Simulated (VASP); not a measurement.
VASP input:

**POSCAR**
```
Ni
1
    0.0000000000     1.7600000000     1.7600000000
    1.7600000000     0.0000000000     1.7600000000
    1.7600000000     1.7600000000     0.0000000000
Ni
1
Direct
  0.0000000000   0.0000000000   0.0000000000
```

INCAR:
```
SYSTEM = Ni
PREC = Accurate
ENCUT = 400
EDIFF = 1E-6
NELM = 100
ALGO = Normal
LREAL = .FALSE.
LASPH = .TRUE.
ISMEAR = 1
SIGMA = 0.1
GGA = PE
LMAXMIX = 4
ISPIN = 2
MAGMOM = 0.8
LORBIT = 10
LWAVE = .FALSE.
LCHARG = .FALSE.
ISIF = 2
```

KPOINTS:
```
Automatic mesh
0
Monkhorst-Pack
13 12 6
0 0 0
```

POTCAR, in this order: Ni (PBE.64 set). Program: vasp_std.

**Question.** Does this input run properly? What does VASP do?

**Answer.** There is a fault: the mesh has unequal divisions along equivalent axes and breaks the lattice's symmetry. The run ends without an error. Against the sound run, the energy per atom (σ→0) rises by 0.009 eV/atom; the pressure increases by 0.29 GPa; the cell moment rises by 0.02 μB.

standard output:
```
 POSCAR found type information on POSCAR Ni
 POSCAR found :  1 types and       1 ions
 Reading from existing POTCAR
 Reading from existing POTCAR
 LDA part: xc-table for (Slater+PW92), standard interpolation

 -----------------------------------------------------------------------------
|                                                                             |
|           W    W    AA    RRRRR   N    N  II  N    N   GGGG   !!!           |
|           W    W   A  A   R    R  NN   N  II  NN   N  G    G  !!!           |
|           W    W  A    A  R    R  N N  N  II  N N  N  G       !!!           |
|           W WW W  AAAAAA  RRRRR   N  N N  II  N  N N  G  GGG   !            |
|           WW  WW  A    A  R   R   N   NN  II  N   NN  G    G                |
|           W    W  A    A  R    R  N    N  II  N    N   GGGG   !!!           |
|                                                                             |
|     Your reciprocal lattice and k-lattice belong to different lattice       |
|     classes:                                                                |
|                                                                             |
|        The reciprocal lattice is body-centered cubic,                       |
|        whereas your k-lattice is triclinic.                                 |
|                                                                             |
|     Results are often still useful ...                                      |
|                                                                             |
 -----------------------------------------------------------------------------

 POSCAR, INCAR and KPOINTS ok, starting setup
 WAVECAR not read
 entering main loop
       N       E                     dE             d eps       ncg     rms          rms(c)
DAV:   1     0.179448923724E+02    0.17945E+02   -0.41109E+03 17840   0.117E+03
DAV:   2    -0.617958188948E+01   -0.24124E+02   -0.23077E+02 16982   0.148E+02
DAV:   3    -0.649110829438E+01   -0.31153E+00   -0.31109E+00 19050   0.219E+01
DAV:   4    -0.649394648500E+01   -0.28382E-02   -0.28379E-02 18537   0.183E+00
DAV:   5    -0.649402130651E+01   -0.74822E-04   -0.74820E-04 18809   0.256E-01    0.991E+00
DAV:   6    -0.581666547821E+01    0.67736E+00   -0.17000E+01 17731   0.671E+01    0.610E+00
DAV:   7    -0.548341581452E+01    0.33325E+00   -0.28999E+00 17814   0.258E+01    0.195E+00
DAV:   8    -0.546868070185E+01    0.14735E-01   -0.18385E-02 24430   0.158E+00    0.980E-01
DAV:   9    -0.546593452346E+01    0.27462E-02   -0.24227E-03 24731   0.513E-01    0.259E-01
DAV:  10    -0.546546552763E+01    0.46900E-03   -0.48644E-04 24514   0.202E-01    0.470E-02
DAV:  11    -0.546544411185E+01    0.21416E-04   -0.85362E-05 21204   0.109E-01    0.307E-02
DAV:  12    -0.546544467350E+01   -0.56165E-06   -0.13107E-06 10258   0.161E-02
   1 F= -.54654447E+01 E0= -.54654947E+01  d E =0.150149E-03  mag=     0.6463
```

OUTCAR:
```
------------------------ aborting loop because EDIFF is reached ----------------------------------------
  FORCE on cell =-STRESS in cart. coord.  units (eV):
  Direction    XX          YY          ZZ          XY          YZ          ZX
  --------------------------------------------------------------------------------------
  Total       -0.0555496     -0.0555496     -0.0555496     -0.0000000     -0.0000000     -0.0000000
  in kB       -8.1625099     -8.1625099     -8.1625099     -0.0000000     -0.0000000     -0.0000000
  external PRESSURE =      -8.1625099 kB  Pullay stress =       0.0000000 kB
  volume of cell :       10.90
      direct lattice vectors                 reciprocal lattice vectors
     0.000000000  1.760000000  1.760000000    -0.284090909  0.284090909  0.284090909
     1.760000000  0.000000000  1.760000000     0.284090909 -0.284090909  0.284090909
     1.760000000  1.760000000  0.000000000     0.284090909  0.284090909 -0.284090909
 POSITION                                       TOTAL-FORCE (eV/Angst)
 -----------------------------------------------------------------------------------
      0.00000      0.00000      0.00000        -0.000000      0.000000      0.000000
 -----------------------------------------------------------------------------------
    total drift:                                0.000000      0.000000     -0.000000
  FREE ENERGIE OF THE ION-ELECTRON SYSTEM (eV)
  ---------------------------------------------------
  free  energy   TOTEN  =        -5.4654446735 eV

  energy  without entropy=       -5.4655948223  energy(sigma->0) =       -5.46549472

 total charge

# of ion       s       p       d       tot
------------------------------------------
    1        0.497   0.497   8.309   9.303

 magnetization (x)

# of ion       s       p       d       tot
------------------------------------------
    1       -0.006  -0.024   0.687   0.658
```
(Selected blocks of OUTCAR.)

To mend it, correct KPOINTS.
**KPOINTS**
```
Automatic mesh
0
Gamma
13 13 13
0 0 0
```
The mended run (PBE GGA, plane waves, VASP's PBE PAW potentials (set 64)) converges, and its OSZICAR ends with
```
   1 F= -.54742538E+01 E0= -.54742870E+01  d E =0.998251E-04  mag=     0.6269
```

The compound is Ni in the fcc structure. The cell was not relaxed at this level.
